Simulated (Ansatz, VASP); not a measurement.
# NaF (Villiaumite): VASP beside Ansatz

Wanted: the spread between two codes on one cell, functional and k mesh. The cell is taken from a series of VASP runs on this material, whose earlier steps may have relaxed, scaled or displaced it; both programs get it as it stands. Other levels of theory on this material are compared in a session of their own. Valence electrons are named where the data sets of a main pair hold unlike numbers.

Program: Ansatz 0.2.0. Level of theory: plane waves, with VASP 6.6.1 beside it; dielectric response at LDA and single point at LDA. Results are calculated unless marked as measured.

## 1. The starting structure

The structure is cubic, space group Fm-3m (No. 225). The conventional cell has a = 4.640 Å, b = 4.640 Å, c = 4.640 Å, α = 90.00°, β = 90.00°, γ = 90.00°. Na has 6 F at 2.32 Å nearest. Nearest to F lie 6 Na at 2.32 Å. Farther neighbours and most contacts between anions are not listed.

Structure file:

```cif
data_structure
_symmetry_space_group_name_H-M 'Fm-3m'
_symmetry_Int_Tables_number 225
_cell_length_a 4.6400
_cell_length_b 4.6400
_cell_length_c 4.6400
_cell_angle_alpha 90.000
_cell_angle_beta 90.000
_cell_angle_gamma 90.000
_cell_volume 99.90
loop_
_atom_site_label
_atom_site_type_symbol
_atom_site_symmetry_multiplicity
_atom_site_Wyckoff_symbol
_atom_site_fract_x
_atom_site_fract_y
_atom_site_fract_z
_atom_site_occupancy
Na1 Na 4 a 0.00000 0.00000 0.00000 1
F1 F 4 b 0.50000 0.00000 0.00000 1
```

## 2. Ansatz: dielectric response, LDA

Ansatz runs on its default PAW (the set named soft_2) files.

The response to a field tests empty states and converges slowly with the mesh.

File input.yaml:

```yaml
crystal:
  lattice:
    - [0.0, 2.32, 2.32]
    - [2.32, 0.0, 2.32]
    - [2.32, 2.32, 0.0]
  atoms:
    - { symbol: Na, position: [0.0, 0.0, 0.0] }
    - { symbol: F, position: [0.5, 0.5, 0.5] }
hamiltonian:
  xc: lda
  pseudopotentials: { kind: paw }
kpoints:
  mp_grid: { grid: [12, 12, 12] }
scf:
  occupations: { method: fixed }
dielectric:
  method: response
```

Command:

```
> ansatz run input.yaml --threads 2 --pin off --max-ram 4608MiB --backend cpu --events-out ev --progress --plain --runs-dir out
```

Numbers of over 12 decimals in the logs are rounded to 6 here.

The program printed:

```text
Engine: ansatz 0.2.0, aarch64-unknown-linux-gnu
Pseudopotentials: kind: paw
Pseudopotential: Na, paw, valence charge 9, recommended cutoff 420 eV (normal), Na.paw.azcp
Pseudopotential: F, paw, valence charge 7, recommended cutoff 420 eV (normal), F.paw.azcp
Functional definition: SPW92
  exchange = slater_x
  correlation = pw_c
Crystal: 2 atoms, lattice volume = 24.974 Å³
Basis set: ecut = 420 eV, 531 PW (Γ), exchange–correlation on 48×48×48 points (8 copies of the dense FFT grid, shifted against one another)
Bands: 12, of which v1, the nominal top of the filled ones, is band 8 counted from 1 (7 counted from 0)
Symmetry: 48 space group operations
k-points: 163 of 1728 (irreducible under 8 space group operations, time reversal used)
Non-local potential: Na, projectors of the file, l = 0: 3, l = 1: 2, l = 2: 1
Non-local potential: F, projectors of the file, l = 0: 2, l = 1: 2, l = 2: 1
PAW form: soft (Blöchl's): semilocal exchange-correlation on the pseudo side does not see the compensation charge
PAW frozen core: Na, regenerated for the run's functional, and the local potential with it (the file was generated under x = pbe(κ = 0.804, μ = 0.219515), c = pbe(β = 0.066725))
PAW frozen core: F, regenerated for the run's functional, and the local potential with it (the file was generated under x = pbe(κ = 0.804, μ = 0.219515), c = pbe(β = 0.066725))
PAW one-centre angular grid: Na, 110 points (default); XC on 64 Gauss nodes
PAW one-centre angular grid: F, 110 points (default); XC on 64 Gauss nodes
Initial density: superposition of atomic densities (neutral atoms: chi_scale 0, normalization atom), corrected by the library's trained network
Initial wavefunctions: pseudopotential atomic-orbital guess
Functional: x = slater, c = lda
SCF iter   1: F=—  HF=-2263.082459 eV  |F-HF|=—  |Δ(HF+E_count)|=         —  Δρ=1.89e-2  dr2=6.24e-2  ethr=1.77e-3  ⟨swp⟩=4.5  Hψ=9444  notcnv=0  defer=313
preconditioner: auto → none  [insulator: Δε(μ)=5.678 eV  Ē_g=25.648 eV  n_scr=8 (ndim 8)  ℏωp=27.8 eV  f_vac=0.108  ε∞_Penn≈2.2]
SCF iter   2: F=—  HF=-2263.063441 eV  |F-HF|=—  |Δ(HF+E_count)|=   1.90e-2  Δρ=1.01e-2  dr2=1.19e-2  ethr=3.90e-4  ⟨swp⟩=2.0  Hψ=4076  notcnv=0  defer=324
SCF iter   3: F=—  HF=-2263.059646 eV  |F-HF|=—  |Δ(HF+E_count)|=   3.79e-3  Δρ=1.42e-3  dr2=3.71e-4  ethr=7.46e-5  ⟨swp⟩=2.0  Hψ=2764  notcnv=0  defer=321
SCF iter   4: F=—  HF=-2263.059500 eV  |F-HF|=—  |Δ(HF+E_count)|=   1.46e-4  Δρ=4.45e-4  dr2=1.59e-5  ethr=2.32e-6  ⟨swp⟩=2.1  Hψ=3249  notcnv=0  defer=254
SCF iter   5: F=—  HF=-2263.059491 eV  |F-HF|=—  |Δ(HF+E_count)|=   8.86e-6  Δρ=4.07e-5  dr2=3.09e-7  ethr=9.95e-8  ⟨swp⟩=2.0  Hψ=2448  notcnv=0
SCF iter   6: F=—  HF=-2263.059491 eV  |F-HF|=—  |Δ(HF+E_count)|=   2.23e-8  Δρ=4.67e-6  dr2=3.62e-9  ethr=1.93e-9  ⟨swp⟩=2.0  Hψ=2350  notcnv=0
SCF iter   7: F=-2263.059491 eV  HF=-2263.059491 eV  |F-HF|=1.41e-11  |Δ(HF+E_count)|=  7.63e-10  Δρ=3.63e-7  dr2=1.62e-11  ethr=1.00e-12  ⟨swp⟩=2.9  Hψ=7531  notcnv=0
SCF 1 converged in 7 iterations: F = -2263.059491 eV  dr2 = 1.62e-11
  greatest PAW one-centre occupation: 0.999 electrons in one spin orbital (limit 2), on the Na atom at site 0 (counted from 0), in its partial waves of l = 0
NSCF: frozen V_eff on 1 k-points
DFPT response loops at Γ: preconditioner auto → none (the input reference at scf.mixing.eps_inf says where Resta's filter doesn't serve); β = 0.50; Broyden in place of MSR1
SCF converged after 7 iterations
Free energy (F): -2263.059491 eV
Harris-Foulkes:  -2263.059491 eV  (|F-HF|=1.41e-11)
Internal energy: -2263.059491 eV  (E = F + TS)
E sigma→0 (E₀):  -2263.059491 eV
Fermi energy:    0.544832 eV
--- Per-component energies (eV) ---
  E_band       = -237.959542
  E_kinetic    = 326.877100
  E_local      = -1692.916585  (includes V_loc(G=0)·N_el)
  E_nonlocal   = 192.418467
  E_hartree    = 597.256125
  E_xc         = -116.992070
  E_vxc        = -151.724680  (∫ρ·V_xc dr)
  E_paw        = -432.047744  (= ΣΔE_a)
  E_vpaw       = -107.127946  (= ΣTr[D̂ρ^β])
  E_aug_tail   = 0.001975  (compensation charges beyond the density's cutoff)
  E_ewald      = -1137.910901
  E_core_change = 0.254142  (= ΣΔE_core)
  E_smearing   = -0.000000  (= −TS)
  E_closure    = 0.000000  (closes the sum)
  Σ components = -2263.059491   (vs F -2263.059491, Δ=0.00e0)
--- Band table (eV; the first three rows and the last of 163) ---
  k-point 0: bands = [... 4 lower, -18.2152, 0.5448, 0.5448, 0.5448, 6.5020, 19.0768, 19.0768, 19.0768]
  k-point 1: bands = [... 4 lower, -18.0055, 0.3991, 0.5273, 0.5273, 6.7570, 18.0874, 19.1857, 19.1857]
  k-point 2: bands = [... 4 lower, -17.7882, 0.0386, 0.4788, 0.4788, 7.4358, 16.5949, 19.4762, 19.4762]
  k-point 162: bands = [... 4 lower, -17.6055, -0.3582, -0.3582, -0.0435, 13.3336, 13.3336, 15.3460, 17.0396]
--- Dielectric response (ions clamped): 1 representative field direction + reference, on 163 of 1728 k-points (Σ response iterations 6) ---
  k mesh reduced under 8 symmetry operations, with k and −k counted as one. Each operation leaves every solved perturbation unchanged. A smaller set is not considered because the run solves the response to a homogeneous field
  ε∞ (high-frequency dielectric tensor):
        1.908707     0.000000     0.000000
        0.000000     1.908707    -0.000000
       -0.000000     0.000000     1.908707
  Born effective charges Z* (e; rows j = field, columns β = displacement):
    site 0:
         1.01173   -0.00000    0.00000
         0.00000    1.01173    0.00000
         0.00000   -0.00000    1.01173
    site 1:
        -1.01173    0.00000    0.00000
         0.00000   -1.01173   -0.00000
         0.00000    0.00000   -1.01173
  Z* charge neutrality: 1.345e-5 e pre-enforcement
  k-mesh period / interband length: 39.4 Å / 0.91 Å = 43.24 at k = (0.0000, 0.0000, 0.0000), direct gap 5.957 eV — 14 or more, which is no proof of convergence
```

Wall time 11 s (2 threads of Arm Neoverse N1, shared host); peak memory 0.34 GiB; 21 s of CPU time.

The column dr2 measures how far the density is from self-consistency, as an energy; F and HF (Harris–Foulkes) agree once it is small.

## 3. VASP: dielectric response, LDA

The same cell, functional (in two slightly different forms) and mesh now go to VASP, with its own data sets.

Lines of VASP's logs that name or quote its potential files are left out, and so is its time.

File INCAR:

```
SYSTEM = NaF
PREC = Accurate
ENCUT = 460
EDIFF = 1E-08
NELM = 100
ISMEAR = 0
SIGMA = 0.01
LREAL = .FALSE.
ALGO = Normal
GGA = CA
NBANDS = 13
LORBIT = 11
LWAVE = .FALSE.
LCHARG = .FALSE.
KPAR = 4
LEPSILON = .TRUE.
LPEAD = .TRUE.
```

File POSCAR:

```
NaF
1.0
    0.0000000000      2.3200000000      2.3200000000
    2.3200000000      0.0000000000      2.3200000000
    2.3200000000      2.3200000000      0.0000000000
Na F
1 1
Direct
    0.0000000000      0.0000000000      0.0000000000
    0.5000000000      0.5000000000      0.5000000000
```

File KPOINTS:

```
Automatic mesh
0
Gamma
12 12 12
0 0 0
```

PAW data sets: Na_pv and F (LDA family, release 64).

Command:

```
> mpirun -np 4 vasp_std
```

The program printed:

```text
[banner, memory and clock lines left out]
running    4 mpi-ranks, on    1 nodes
 distrk:  each k-point on    1 cores,    4 groups
 distr:  one band on    1 cores,    1 groups

 POSCAR found type information on POSCAR NaF
 POSCAR found :  2 types and       2 ions
 LDA part: xc-table for (Slater(with rela. corr.)+CA(PZ))
 , standard interpolation
 POSCAR, INCAR and KPOINTS ok, starting setup
 FFT: planning ... GRIDC
 FFT: planning ... GRID_SOFT
 FFT: planning ... GRID
 WAVECAR not read
 entering main loop
       N       E                     dE             d eps       ncg     rms          rms(c)
DAV:   1     0.100474720026E+03    0.10047E+03   -0.74467E+03  1915   0.117E+03
DAV:   2    -0.523805522793E+01   -0.10571E+03   -0.97587E+02  2077   0.329E+02
DAV:   3    -0.101152883559E+02   -0.48772E+01   -0.48655E+01  2297   0.677E+01
DAV:   4    -0.101520954987E+02   -0.36807E-01   -0.36805E-01  2082   0.643E+00
DAV:   5    -0.101524501818E+02   -0.35468E-03   -0.35468E-03  2277   0.629E-01    0.503E+00
DAV:   6    -0.935334880331E+01    0.79910E+00   -0.29646E+00  2187   0.158E+01    0.182E+00
DAV:   7    -0.932296241244E+01    0.30386E-01   -0.34704E-02  1902   0.208E+00    0.979E-01
DAV:   8    -0.930678876974E+01    0.16174E-01   -0.22601E-02  1940   0.351E+00    0.131E-01
DAV:   9    -0.930690618088E+01   -0.11741E-03   -0.20487E-03  2242   0.462E-01    0.957E-02
DAV:  10    -0.930681734237E+01    0.88839E-04   -0.47325E-04  1957   0.187E-01    0.710E-03
DAV:  11    -0.930681630432E+01    0.10380E-05   -0.11358E-05  2150   0.844E-02    0.204E-03
DAV:  12    -0.930681622855E+01    0.75770E-07   -0.10794E-06  2190   0.144E-02    0.896E-04
DAV:  13    -0.930681623224E+01   -0.36846E-08   -0.16154E-07  2057   0.385E-03    0.734E-04
DAV:  14    -0.930681622524E+01    0.69981E-08   -0.30429E-08  1632   0.173E-03
   1 F= -.93068162E+01 E0= -.93068162E+01  d E =-.427235E-63
 Linear response reoptimize wavefunctions to high precision
DAV:   1    -0.930681622566E+01   -0.41791E-09   -0.94662E-10  1431   0.375E-04
DAV:   2    -0.930681622566E+01   -0.25011E-11   -0.11165E-10  1016   0.111E-04
 Linear response to external field (no local field effect), progress :
  Direction:   1
       N       E                     dE             d eps       ncg     rms          rms(c)
RMM:   1    -0.632691686195E-01   -0.63269E-01   -0.11817E-01  1383   0.333E+00
RMM:   2    -0.710783338868E-01   -0.78092E-02   -0.40097E-03  1534   0.496E-01
RMM:   3    -0.710793821252E-01   -0.10482E-05   -0.96392E-05  1647   0.912E-02
RMM:   4    -0.710797317580E-01   -0.34963E-06   -0.27638E-06  1619   0.136E-02
RMM:   5    -0.710797515368E-01   -0.19779E-07   -0.89375E-08  1580   0.248E-03
RMM:   6    -0.710797529413E-01   -0.14045E-08   -0.41909E-09  1440   0.458E-04
 change of polarisation eV/A/(eV/A) component  1 :     0.142     0.024     0.012
 dielectric tensor                  component  1 :     2.030     0.173     0.088
 Linear response to external field (no local field effect), progress :
  Direction:   2
       N       E                     dE             d eps       ncg     rms          rms(c)
RMM:   1    -0.605834489329E-01   -0.60583E-01   -0.70169E-02  1372   0.348E+00
RMM:   2    -0.705313149744E-01   -0.99479E-02   -0.42992E-03  1548   0.504E-01
RMM:   3    -0.705275234284E-01    0.37915E-05   -0.10714E-04  1625   0.933E-02
RMM:   4    -0.705277573531E-01   -0.23392E-06   -0.41182E-06  1627   0.150E-02
RMM:   5    -0.705277664981E-01   -0.91451E-08   -0.53205E-08  1557   0.258E-03
 change of polarisation eV/A/(eV/A) component  2 :     0.024     0.141    -0.019
 dielectric tensor                  component  2 :     0.173     2.022    -0.139
 Linear response to external field (no local field effect), progress :
  Direction:   3
       N       E                     dE             d eps       ncg     rms          rms(c)
RMM:   1    -0.471551664918E-01   -0.47155E-01   -0.61028E-02  1347   0.311E+00
RMM:   2    -0.538818414995E-01   -0.67267E-02   -0.37145E-03  1570   0.469E-01
RMM:   3    -0.538778987134E-01    0.39428E-05   -0.84591E-05  1627   0.813E-02
RMM:   4    -0.538781772102E-01   -0.27850E-06   -0.28353E-06  1586   0.123E-02
RMM:   5    -0.538781879989E-01   -0.10789E-07   -0.16406E-07  1521   0.254E-03
RMM:   6    -0.538781887940E-01   -0.79510E-09   -0.34611E-09  1227   0.406E-04
 change of polarisation eV/A/(eV/A) component  3 :     0.012    -0.019     0.108
 dielectric tensor                  component  3 :     0.088    -0.139     1.781
 Linear response to external field, progress :
  Direction:   1
       N       E                     dE             d eps       ncg     rms          rms(c)
RMM:   1    -0.570116249708E-01   -0.57012E-01   -0.83215E-02  3081   0.330E+00
RMM:   2    -0.651630319931E-01   -0.81514E-02   -0.40028E-03  3523   0.488E-01    0.384E-01
RMM:   3    -0.636868954489E-01    0.14761E-02   -0.96577E-04  6740   0.230E-01    0.224E-01
RMM:   4    -0.662436608259E-01   -0.25568E-02   -0.18126E-03  9482   0.313E-01    0.216E-02
RMM:   5    -0.665971211419E-01   -0.35346E-03   -0.96349E-06  7309   0.305E-02    0.166E-03
RMM:   6    -0.666107949256E-01   -0.13674E-04   -0.53031E-07  7949   0.676E-03    0.831E-04
RMM:   7    -0.666156014764E-01   -0.48066E-05   -0.25174E-08  7569   0.132E-03    0.798E-05
RMM:   8    -0.666156805593E-01   -0.79083E-07   -0.90871E-10  7397   0.272E-04    0.510E-05
RMM:   9    -0.666155935227E-01    0.87037E-07   -0.10599E-10  5763   0.785E-05    0.910E-06
 change of polarisation eV/A/(eV/A) component  1 :     0.124     0.013     0.005
 dielectric tensor                  component  1 :     1.899     0.093     0.036
 Linear response to external field, progress :
  Direction:   2
       N       E                     dE             d eps       ncg     rms          rms(c)
RMM:   1    -0.569989654807E-01   -0.56999E-01   -0.83083E-02  3082   0.331E+00
RMM:   2    -0.651644404245E-01   -0.81655E-02   -0.40101E-03  3524   0.490E-01    0.384E-01
RMM:   3    -0.636886641564E-01    0.14758E-02   -0.96616E-04  6751   0.230E-01    0.224E-01
RMM:   4    -0.662453783942E-01   -0.25567E-02   -0.18131E-03  9501   0.313E-01    0.216E-02
RMM:   5    -0.665982690435E-01   -0.35289E-03   -0.96134E-06  7309   0.305E-02    0.166E-03
RMM:   6    -0.666124161904E-01   -0.14147E-04   -0.53239E-07  7958   0.679E-03    0.830E-04
RMM:   7    -0.666172278558E-01   -0.48117E-05   -0.25233E-08  7583   0.133E-03    0.798E-05
RMM:   8    -0.666173045959E-01   -0.76740E-07   -0.87823E-10  7420   0.273E-04    0.509E-05
RMM:   9    -0.666172137949E-01    0.90801E-07   -0.42768E-11  5778   0.785E-05    0.889E-06
 change of polarisation eV/A/(eV/A) component  2 :     0.008     0.124    -0.002
 dielectric tensor                  component  2 :     0.059     1.899    -0.017
 Linear response to external field, progress :
  Direction:   3
       N       E                     dE             d eps       ncg     rms          rms(c)
RMM:   1    -0.569975761051E-01   -0.56998E-01   -0.83069E-02  3082   0.331E+00
RMM:   2    -0.651644771522E-01   -0.81669E-02   -0.40109E-03  3524   0.490E-01    0.384E-01
RMM:   3    -0.636886890730E-01    0.14758E-02   -0.96626E-04  6750   0.230E-01    0.224E-01
RMM:   4    -0.662454217747E-01   -0.25567E-02   -0.18135E-03  9502   0.313E-01    0.216E-02
RMM:   5    -0.665982778572E-01   -0.35286E-03   -0.96167E-06  7309   0.305E-02    0.166E-03
RMM:   6    -0.666124373608E-01   -0.14160E-04   -0.53232E-07  7957   0.678E-03    0.830E-04
RMM:   7    -0.666172446428E-01   -0.48073E-05   -0.25207E-08  7582   0.133E-03    0.797E-05
RMM:   8    -0.666173236116E-01   -0.78969E-07   -0.88131E-10  7426   0.273E-04    0.509E-05
RMM:   9    -0.666172335030E-01    0.90109E-07   -0.54797E-11  5777   0.784E-05    0.890E-06
 change of polarisation eV/A/(eV/A) component  3 :    -0.000     0.005     0.124
 dielectric tensor                  component  3 :    -0.003     0.038     1.899
 Born effective charges drift removed
```

OUTCAR, selected parts (step 3):

```text
ion  position               nearest neighbor table
   1  0.000  0.000  0.000-   2 2.32   2 2.32   2 2.32   2 2.32   2 2.32   2 2.32
   2  0.500  0.500  0.500-   1 2.32   1 2.32   1 2.32   1 2.32   1 2.32   1 2.32

  LATTYP: Found a face centered cubic cell.
 ALAT       =     4.6400000000

 Subroutine GETGRP returns: Found 48 space group operations
 (whereof 48 operations were pure point group operations)

The static configuration has the point symmetry O_h .

 Found     72 irreducible k-points:

   k-points           NKPTS =     72   k-points in BZ     NKDIM =     72   number of bands    NBANDS=     13

   dimension x,y,z NGX =    24 NGY =   24 NGZ =   24
   dimension x,y,z NGXF=    48 NGYF=   48 NGZF=   48

   ENCUT  =  460.0 eV  33.81 Ry    5.81 a.u.   5.74  5.74  5.74*2*pi/ulx,y,z

   NELECT =      14.0000    total number of electrons

 k-points in reciprocal lattice and weights: Automatic mesh
   0.00000000  0.00000000  0.00000000       0.001
   0.08333333  0.00000000  0.00000000       0.005
   0.16666667  0.00000000  0.00000000       0.005
   0.25000000  0.00000000  0.00000000       0.005
   0.33333333  0.00000000  0.00000000       0.005
   0.41666667  0.00000000  0.00000000       0.005
   0.50000000  0.00000000  0.00000000       0.002
   0.08333333  0.08333333  0.00000000       0.003
   0.16666667  0.08333333  0.00000000       0.014
[...]
-0.33333333  0.50000000  0.16666667       0.007
  -0.25000000  0.50000000  0.25000000       0.003

 average (electrostatic) potential at core
       1 -45.7270       2 -77.4908

  Total       -0.9159029     -0.9159029     -0.9159029      0.0000000     -0.0000000      0.0000000
  in kB      -58.7578734    -58.7578734    -58.7578734      0.0000000     -0.0000000      0.0000000
  external PRESSURE =     -58.7578734 kB  Pullay stress =       0.0000000 kB

  energy-cutoff  :      460.00
  volume of cell :       24.97
      direct lattice vectors                 reciprocal lattice vectors
     0.000000000  2.320000000  2.320000000    -0.215517241  0.215517241  0.215517241
     2.320000000  0.000000000  2.320000000     0.215517241 -0.215517241  0.215517241
     2.320000000  2.320000000  0.000000000     0.215517241  0.215517241 -0.215517241

 POSITION                                       TOTAL-FORCE (eV/Angst)
 -----------------------------------------------------------------------------------
      0.00000      0.00000      0.00000        -0.000000      0.000000      0.000000
      2.32000      2.32000      2.32000         0.000000      0.000000     -0.000000
 -----------------------------------------------------------------------------------
    total drift:                                0.000000     -0.000000      0.000000

 MACROSCOPIC STATIC DIELECTRIC TENSOR (including local field effects in DFT)
 ------------------------------------------------------
           1.898737     0.000000    -0.000000
           0.000000     1.898737    -0.000000
           0.000000     0.000000     1.898737
 ------------------------------------------------------

 PIEZOELECTRIC TENSOR (including local field effects)  for field in x, y, z        (C/m^2)
          XX          YY          ZZ          XY          YZ          ZX
  --------------------------------------------------------------------------------
  x     0.00000     0.00000     0.00000     0.00000     0.00000     0.00000
  y     0.00000     0.00000     0.00000     0.00000     0.00000     0.00000
  z     0.00000     0.00000     0.00000     0.00000     0.00000     0.00000

 BORN EFFECTIVE CHARGES (including local field effects) (in |e|, cummulative output)
 ---------------------------------------------------------------------------------
 ion    1
    1     1.00799     0.00000     0.00000
    2     0.00000     1.00799     0.00000
    3     0.00000     0.00000     1.00799
 ion    2
    1    -1.00799     0.00000     0.00000
    2     0.00000    -1.00799     0.00000
    3     0.00000     0.00000    -1.00799
```

Energies printed during the response cycles are not total energies of the cell.

## 4. Side by side

Known differences besides the potentials themselves: the two LDA forms differ slightly; the data sets hold 16 valence electrons in Ansatz (on its default PAW (the set named soft_2) files) and 14 in VASP; the cutoff is 420 eV in Ansatz and 460 eV in VASP; VASP's log shows a relativistic correction to its local exchange, Ansatz's none. Total energies have different zeros and are not compared.

Both answers:

```csv
quantity,Ansatz,VASP,difference
ε∞ xx,1.91,1.90,+0.52 %
ε∞ yy,1.91,1.90,+0.52 %
ε∞ zz,1.91,1.90,+0.52 %
Born charge of Na1 (mean of the diagonal) (e),1.01,1.01,0.00
Born charge of F2 (mean of the diagonal) (e),-1.01,-1.01,0.00
```

(Continued in part 2 of 2.)

[Lines on the potential files, build, host, timing and source positions are cut from VASP's logs without a mark.]

[Logs are printed without paths, hosts, clocks, repeated set-up lines and the standing remarks that a program may print on its own settings, such as how far it seeks lower states.]

[Hosts, paths, dates, database ids (printed as entryN), source tags and the programs' standing remarks are cut or masked in the printed files.]
